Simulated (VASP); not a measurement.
# Ga2Ge2O3 (P-3m1) in VASP: single point with PBEsol

Aim: the single point of Ga2Ge2O3 with PBEsol.

Program: VASP 6.6.1. These are calculated values, not measurements. Logs are shortened: lines on timing, memory, paths and dates and some standing lists are left out, and cuts for length are marked.

## Step 1: The structure

The structure is trigonal, space group P-3m1 (No. 164). The conventional cell has a = 3.018 Å, b = 3.018 Å, c = 14.272 Å, α = 90.00°, β = 90.00°, γ = 120.00°. Around Ga (site symmetry 3m) lie 3 O at 1.90 Å. Ge (site symmetry 3m) is surrounded by 9 Ge at 2.85 to 3.02 Å. O (site symmetry 3m) has 3 Ga at 1.90 Å as nearest neighbours. Around O (site symmetry -3m) lie 6 Ga at 2.25 Å.

The cell was built by a generator and needn't be a form met in nature.

## Step 2: Single point, PBEsol

File INCAR:

```
ALGO = Normal
EDIFF = 1E-6
ENCUT = 520
GGA = PS
ISIF = 2
ISMEAR = 0
LASPH = T
LCHARG = T
LELF = T
LREAL = F
LVHAR = T
LWAVE = F
NBANDS = 45
NELM = 80
PREC = Accurate
SIGMA = 0.1
```

File KPOINTS:

```
k-points
0
Gamma
  12 12 2
```

File POSCAR:

```
Ga2Ge2O3
1.0
    3.0181090000      0.0000000000      0.0000000000
   -1.5090540000      2.6137590000      0.0000000000
    0.0000000000      0.0000000000     14.2716300000
Ga Ge O
2 2 3
Direct
    0.3333330000      0.6666670000      0.0994410000
    0.6666670000      0.3333330000      0.9005590000
    0.6666670000      0.3333330000      0.4208640000
    0.3333330000      0.6666670000      0.5791360000
    0.6666670000      0.3333330000      0.1524040000
    0.3333330000      0.6666670000      0.8475960000
    0.0000000000      0.0000000000      0.0000000000
```

Potentials or basis: VASP PAW PBE potentials, release 64 (Ga_d, Ge_d, O).

Launch:

```bash
> cat potpaw_PBE.64/Ga_d/POTCAR potpaw_PBE.64/Ge_d/POTCAR potpaw_PBE.64/O/POTCAR > POTCAR
> mpirun -np 1 vasp_std > vasp.out
```

OUTCAR:

```text
EDIFF = 1E-6
   ENCUT = 520
   GGA = PS
   ISIF = 2
   ISMEAR = 0
   LASPH = T
   LREAL = F
   NELM = 80
   PREC = Accurate

 ion  position               nearest neighbor table
   1  0.333  0.667  0.099-   5 1.90   5 1.90   5 1.90   7 2.25   7 2.25   7 2.25
   2  0.667  0.333  0.901-   6 1.90   6 1.90   6 1.90   7 2.25   7 2.25   7 2.25
   3  0.667  0.333  0.421-   4 2.85   4 2.85   4 2.85
   4  0.333  0.667  0.579-   3 2.85   3 2.85   3 2.85
   5  0.667  0.333  0.152-   1 1.90   1 1.90   1 1.90
   6  0.333  0.667  0.848-   2 1.90   2 1.90   2 1.90
   7  0.000  0.000  0.000-   1 2.25   2 2.25   1 2.25   2 2.25   2 2.25   1 2.25

  LATTYP: Found a hexagonal cell.
 ALAT       =     3.0181090000
 C/A-ratio  =     4.7286661946

  Lattice vectors:

 A1 = (   3.0181090000,   0.0000000000,   0.0000000000)
 A2 = (  -1.5090540000,   2.6137590000,   0.0000000000)
 A3 = (   0.0000000000,   0.0000000000,  14.2716300000)

Analysis of symmetry for initial positions (statically):
=====================================================================
 Subroutine PRICEL returns:
 Original cell was already a primitive cell.

 Routine SETGRP: Setting up the symmetry group for a
 hexagonal supercell.

 Subroutine GETGRP returns: Found 12 space group operations
 (whereof 12 operations were pure point group operations)
 out of a pool of 24 trial point group operations.

The static configuration has the point symmetry D_3d.

Analysis of symmetry for dynamics (positions and initial velocities):
=====================================================================
 Subroutine PRICEL returns:
 Original cell was already a primitive cell.

 Routine SETGRP: Setting up the symmetry group for a
 hexagonal supercell.

 Subroutine GETGRP returns: Found 12 space group operations
 (whereof 12 operations were pure point group operations)
 out of a pool of 24 trial point group operations.

The dynamic configuration has the point symmetry D_3d.

 Subroutine INISYM returns: Found 12 space group operations
 (whereof 12 operations are pure point group operations),
 and found     1 'primitive' translations

----------------------------------------------------------------------------------------

                                     Primitive cell

  volume of cell :     112.5833

[... 101 lines left out ...]
   NSW    =      0    number of steps for IOM
   IBRION =     -1    ionic relax: 0-MD 1-quasi-New 2-CG
   NFREE  =      0    steps in history (QN), initial steepest desc. (CG)
   ISIF   =      2    stress and relaxation
   ISYM   =      2    0-nonsym 1-usesym 2-fastsym
   POTIM  = 0.5000    time-step for ionic-motion
   TEBEG  =    0.0;   TEEND  =   0.0 temperature during run
   PSTRESS=    0.0 pullay stress
   NELECT =      72.0000    total number of electrons
   NUPDOWN=      -1.0000    fix difference up-down
   EMIN   =  10.00;   EMAX   =-10.00  energy-range for DOS
   EFERMI =   0.00;   METHOD = LEGACY
   ISMEAR =     0;   SIGMA  =   0.10  broadening in eV -4-tet -1-fermi 0-gaus
   EFERMI_NEDOS =   21; number of points for ismear=-14 and -15
   IALGO  =     38    algorithm
   IMIX   =      4    mixing-type and parameters
     AMIX     =   0.40;   BMIX     =  1.00
     AMIX_MAG =   1.60;   BMIX_MAG =  1.00
  volume/ion in A,a.u.               =      16.08       108.54
  Fermi-wavevector in a.u.,A,eV,Ry     =   1.410461  2.665384 27.067421  1.989399
  Thomas-Fermi vector in A             =   2.532412
   LORBIT       =      0    0 simple, 1 ext, 2 COOP (PROOUT), +10 PAW based schemes
   GGA     = PS    functional components
   LHFCALC =     F    Hartree Fock is set to
   AEXX    =    0.0000 exact exchange contribution
   IVDW    =     0    specifies the selected vdW correction
   LEPSILON=     F    determine dielectric tensor
   LRPA    =     F    only Hartree local field effects (RPA)
 non-spin polarized calculation
 Gauss-broadening in eV      SIGMA  =   0.10
  energy-cutoff  :      520.00
  volume of cell :      112.58
 maximum number of plane-waves:      3078
 NGX is ok and might be reduce to    24
   NGX = 11   NGY = 11   NGZ = 53

 number of electron      72.0000032 magnetization

 Free energy of the ion-electron system (eV)
  ---------------------------------------------------
  ext. energy  EPLUGINS =         0.00000000
  ---------------------------------------------------
  free energy    TOTEN  =       -40.07461433 eV

  energy without entropy =      -40.06138323  energy(sigma->0) =      -40.06799878

 E-fermi :   4.3617     XC(G=0): -10.1564

 val. band max:        4.3440299282   @ k =   0.0833   0.0000   0.5000
 cond. band min:       4.3650983778   @ k =   0.1667   0.1667   0.5000
 fundamental gap:      0.0210684496
 Fermi energy:         4.3616972145

 k-point     1 :       0.0000    0.0000    0.0000
  band No.  band energies     occupation
      1     -20.1860      2.00000
      2     -20.1860      2.00000
      3     -20.1855      2.00000
      4     -20.1855      2.00000
      5     -20.1772      2.00000
      6     -20.1605      2.00000
[... 1141 lines left out ...]
     44      10.8851      0.00000
     45      11.7307      0.00000

 [... further k-points ...]

------------------------ aborting loop because EDIFF is reached ----------------------------------------

  FORCE on cell =-STRESS in cart. coord.  units (eV):
  Direction    XX          YY          ZZ          XY          YZ          ZX
  --------------------------------------------------------------------------------------
  -------------------------------------------------------------------------------------
  Total       -3.3235476     -3.3235474     -2.0863094     -0.0000006      0.0000000     -0.0000000
  in kB      -47.2975281    -47.2975258    -29.6903462     -0.0000090      0.0000000     -0.0000000
  external PRESSURE =     -41.4284667 kB  Pullay stress =       0.0000000 kB

 VOLUME and BASIS-vectors are now :
 -----------------------------------------------------------------------------
  energy-cutoff  :      520.00
  volume of cell :      112.58
      direct lattice vectors                 reciprocal lattice vectors
     3.018109000  0.000000000  0.000000000     0.331333295  0.191295309  0.000000000
    -1.509054000  2.613759000  0.000000000     0.000000000  0.382590744  0.000000000
     0.000000000  0.000000000 14.271630000     0.000000000  0.000000000  0.070069081

 POSITION                                       TOTAL-FORCE (eV/Angst)
 -----------------------------------------------------------------------------------
     -0.00000      1.74251      1.41919        -0.000000      0.000000      0.010288
      1.50906      0.87125     12.85244         0.000000     -0.000000     -0.010288
      1.50906      0.87125      6.00642        -0.000000      0.000000      0.154896
     -0.00000      1.74251      8.26521         0.000000      0.000000     -0.154896
      1.50906      0.87125      2.17505         0.000000     -0.000000     -0.325535
     -0.00000      1.74251     12.09658        -0.000000      0.000000      0.325535
      0.00000      0.00000      0.00000        -0.000000      0.000000      0.000000
 -----------------------------------------------------------------------------------
    total drift:                                0.000000     -0.000000      0.000000

  FREE ENERGIE OF THE ION-ELECTRON SYSTEM (eV)
  ---------------------------------------------------
  free  energy   TOTEN  =       -40.0746143343 eV

  energy  without entropy=      -40.0613832260  energy(sigma->0) =      -40.06799878
```

OSZICAR:

```text
N       E                     dE             d eps       ncg     rms          rms(c)
DAV:   1     0.843084966347E+03    0.84308E+03   -0.33757E+04  4133   0.359E+03
DAV:   2     0.144031451123E+03   -0.69905E+03   -0.66631E+03  3524   0.939E+02
DAV:   3    -0.289640020990E+02   -0.17300E+03   -0.16938E+03  3864   0.253E+02
DAV:   4    -0.435899525362E+02   -0.14626E+02   -0.14487E+02  4123   0.827E+01
DAV:   5    -0.440969321486E+02   -0.50698E+00   -0.50574E+00  4483   0.158E+01    0.115E+01
DAV:   6    -0.401486067866E+02    0.39483E+01   -0.15506E+01  5656   0.364E+01    0.391E+00
DAV:   7    -0.401447283394E+02    0.38784E-02   -0.15277E+00  3987   0.618E+00    0.266E+00
DAV:   8    -0.401018174744E+02    0.42911E-01   -0.40440E-01  4736   0.359E+00    0.107E+00
DAV:   9    -0.400735730140E+02    0.28244E-01   -0.83622E-02  4683   0.235E+00    0.253E-01
DAV:  10    -0.400739826568E+02   -0.40964E-03   -0.13832E-02  4178   0.586E-01    0.111E-01
DAV:  11    -0.400745588645E+02   -0.57621E-03   -0.25587E-03  4819   0.265E-01    0.104E-01
DAV:  12    -0.400745799559E+02   -0.21091E-04   -0.91266E-04  4390   0.212E-01    0.287E-02
DAV:  13    -0.400745990687E+02   -0.19113E-04   -0.14808E-04  4212   0.797E-02    0.957E-03
DAV:  14    -0.400746112559E+02   -0.12187E-04   -0.38575E-05  3567   0.405E-02    0.534E-03
DAV:  15    -0.400746136802E+02   -0.24243E-05   -0.59324E-06  3785   0.189E-02    0.191E-03
DAV:  16    -0.400746143343E+02   -0.65417E-06   -0.11951E-06  2746   0.574E-03
   1 F= -.40074614E+02 E0= -.40067999E+02  d E =-.132311E-01
```

It took 2.7 min on 1 thread of Intel Xeon Platinum 8488C (Sapphire Rapids), shared host; peak memory 0.33 GiB.

Results:

* Free energy: -40.0746 eV
* Pressure: -4.1 GPa
* Largest force: 0.326 eV/Å
* Band gap on the k mesh: none (metal or under the smearing width)

Forces on the atoms (eV/Å):
```
Ga   0.000  0.000  0.010
Ga   0.000  0.000 -0.010
Ge   0.000  0.000  0.155
Ge   0.000  0.000 -0.155
O    0.000  0.000 -0.326
O    0.000  0.000  0.326
O    0.000  0.000  0.000
```

Caveat: the PAW data sets were made with another functional, which shifts forces and pressure a little.
